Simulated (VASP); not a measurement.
Input for VASP

POSCAR:
```
CsI
1
    4.5700000000     0.0000000000     0.0000000000
    0.0000000000     4.5700000000     0.0000000000
    0.0000000000     0.0000000000     4.5700000000
Cs I
1 1
Direct
  0.0000000000   0.0000000000   0.0000000000
  0.5000000000   0.5000000000   0.5000000000
```

### KPOINTS
```
Automatic mesh
0
Gamma
5 5 5
0 0 0
```

### INCAR
```
SYSTEM = CsI
PREC = Accurate
ENCUT = 400
EDIFF = 1E-6
NELM = 100
ALGO = Normal
LREAL = .FALSE.
LASPH = .TRUE.
ISMEAR = 0
SIGMA = 0.05
GGA = PE
LMAXMIX = 4
LWAVE = .FALSE.
LCHARG = .FALSE.
ISIF = 2
IBRION = 0
NSW = 3
TEBEG = 300
```

POTCAR, in this order: Cs_sv I (PBE.64 set). Program: vasp_std.

The resulting files:

File standard output:
```
 POSCAR found type information on POSCAR CsI
 POSCAR found :  2 types and       2 ions
 Reading from existing POTCAR

 -----------------------------------------------------------------------------
|                                                                             |
|     EEEEEEE  RRRRRR   RRRRRR   OOOOOOO  RRRRRR      ###     ###     ###     |
|     E        R     R  R     R  O     O  R     R     ###     ###     ###     |
|     E        R     R  R     R  O     O  R     R     ###     ###     ###     |
|     EEEEE    RRRRRR   RRRRRR   O     O  RRRRRR       #       #       #      |
|     E        R   R    R   R    O     O  R   R                               |
|     E        R    R   R    R   O     O  R    R      ###     ###     ###     |
|     EEEEEEE  R     R  R     R  OOOOOOO  R     R     ###     ###     ###     |
|                                                                             |
|     Fatal error! IBRION=0, but no entry for POTIM on file INCAR. MUST       |
|     be specified!                                                           |
|                                                                             |
|       ---->  I REFUSE TO CONTINUE WITH THIS SICK JOB ... BYE!!! <----       |
|                                                                             |
 -----------------------------------------------------------------------------
```

### Question
Read the log: what went wrong, and how is it fixed?

### Answer
The cause: molecular dynamics (IBRION = 0) was asked for without POTIM. VASP stops with an error: Fatal error! IBRION=0, but no entry for POTIM on file INCAR. MUST be specified! ----> I REFUSE TO CONTINUE WITH THIS SICK JOB ... BYE!!! <---- To mend it, set POTIM to the time step in fs (1 to 2 fs suits most solids). The plain static run on this cell (PBE GGA, plane waves, VASP's PBE PAW potentials (set 64)) converges, and its OSZICAR ends with
```
   1 F= -.54278723E+01 E0= -.54278723E+01  d E =-.165637E-12
```

The compound is CsI in the CsCl type structure. The cell was not relaxed at this level.
